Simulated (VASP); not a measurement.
OSZICAR of a VASP run on Ag (fcc):

OSZICAR:
```
       N       E                     dE             d eps       ncg     rms          rms(c)
DAV:   1     0.137741579565E+02    0.13774E+02   -0.50418E+03  1976   0.910E+02
DAV:   2    -0.245139123940E+02   -0.38288E+02   -0.36233E+02  1925   0.185E+02
DAV:   3    -0.248210947060E+02   -0.30718E+00   -0.30708E+00  2201   0.198E+01
DAV:   4    -0.248218814444E+02   -0.78674E-03   -0.78672E-03  2079   0.919E-01
DAV:   5    -0.248218897814E+02   -0.83370E-05   -0.83369E-05  2162   0.842E-02    0.602E+00
DAV:   6    -0.211982647329E+02    0.36236E+01   -0.78292E+00  1880   0.320E+01    0.502E+00
DAV:   7    -0.213487090763E+02   -0.15044E+00   -0.53400E-01  1879   0.732E+00    0.247E+00
DAV:   8    -0.213393667106E+02    0.93424E-02   -0.31205E-02  1877   0.164E+00    0.141E-01
DAV:   9    -0.213536107730E+02   -0.14244E-01   -0.29036E-02  1919   0.134E+00    0.170E-01
DAV:  10    -0.213534605514E+02    0.15022E-03   -0.16762E-03  1903   0.509E-01    0.671E-02
DAV:  11    -0.213564468095E+02   -0.29863E-02   -0.50045E-03  1901   0.598E-01    0.633E-02
DAV:  12    -0.213562242488E+02    0.22256E-03   -0.21564E-04  2052   0.147E-01    0.520E-02
DAV:  13    -0.213563371560E+02   -0.11291E-03   -0.17365E-04  1900   0.142E-01    0.228E-02
DAV:  14    -0.213563938745E+02   -0.56718E-04   -0.10253E-04  1930   0.847E-02    0.601E-03
DAV:  15    -0.213563934081E+02    0.46635E-06   -0.45590E-06  1932   0.243E-02
   1 F= -.21356393E+02 E0= -.21356169E+02  d E =-.213564E+02
       N       E                     dE             d eps       ncg     rms          rms(c)
DAV:   1    -0.213878107940E+02   -0.31417E-01   -0.59591E-01  1901   0.959E+00    0.117E+00
DAV:   2    -0.213547244462E+02    0.33086E-01   -0.15135E-01  1898   0.407E+00    0.342E-01
DAV:   3    -0.213564463666E+02   -0.17219E-02   -0.21041E-03  1873   0.452E-01    0.262E-01
DAV:   4    -0.213554714112E+02    0.97496E-03   -0.71871E-03  1922   0.729E-01    0.117E-01
DAV:   5    -0.213565338317E+02   -0.10624E-02   -0.27609E-03  1899   0.512E-01    0.126E-02
DAV:   6    -0.213565742341E+02   -0.40402E-04   -0.80606E-05  1912   0.918E-02    0.811E-03
DAV:   7    -0.213565727763E+02    0.14578E-05   -0.21666E-05  1900   0.570E-02    0.181E-03
DAV:   8    -0.213565817670E+02   -0.89907E-05   -0.52573E-06  1912   0.288E-02    0.113E-03
DAV:   9    -0.213565796247E+02    0.21423E-05   -0.43815E-07   993   0.929E-03    0.539E-04
DAV:  10    -0.213565804704E+02   -0.84568E-06   -0.33403E-08   941   0.218E-03
   2 F= -.21356580E+02 E0= -.21356335E+02  d E =-.187062E-03
       N       E                     dE             d eps       ncg     rms          rms(c)
DAV:   1    -0.213626268833E+02   -0.60473E-02   -0.10974E-01  1901   0.409E+00    0.500E-01
DAV:   2    -0.213564536526E+02    0.61732E-02   -0.29947E-02  1901   0.180E+00    0.141E-01
DAV:   3    -0.213567534591E+02   -0.29981E-03   -0.36570E-04  1874   0.182E-01    0.105E-01
DAV:   4    -0.213566010526E+02    0.15241E-03   -0.12172E-03  1923   0.297E-01    0.480E-02
DAV:   5    -0.213567850538E+02   -0.18400E-03   -0.44545E-04  1900   0.205E-01    0.606E-03
DAV:   6    -0.213567829688E+02    0.20850E-05   -0.13935E-05  1925   0.390E-02    0.387E-03
DAV:   7    -0.213567867445E+02   -0.37757E-05   -0.20819E-06  1894   0.177E-02    0.843E-04
DAV:   8    -0.213567850505E+02    0.16940E-05   -0.26301E-07   940   0.681E-03    0.598E-04
DAV:   9    -0.213567863699E+02   -0.13193E-05   -0.11095E-07   939   0.425E-03    0.298E-04
DAV:  10    -0.213567861149E+02    0.25499E-06   -0.30071E-09   939   0.714E-04
   3 F= -.21356786E+02 E0= -.21356545E+02  d E =-.392707E-03
```

**Question.** Which electronic solver shows in the log?

**Answer.** It is blocked Davidson (ALGO = Normal, or the opening steps of other solvers). The INCAR had ALGO = Normal.

**Question.** Can the final energy be trusted as converged?

**Answer.** The calculation finished and met its thresholds. It stopped with EDIFF = 1E-6, NELM = 100, NSW = 60 and EDIFFG = -0.01 after 3 ionic steps (r2SCAN meta-GGA, plane waves, VASP's PBE PAW potentials (set 64)).

The compound is Ag in the fcc structure. This run relaxes it. Symmetry was kept, so distortions that lower it aren't found.
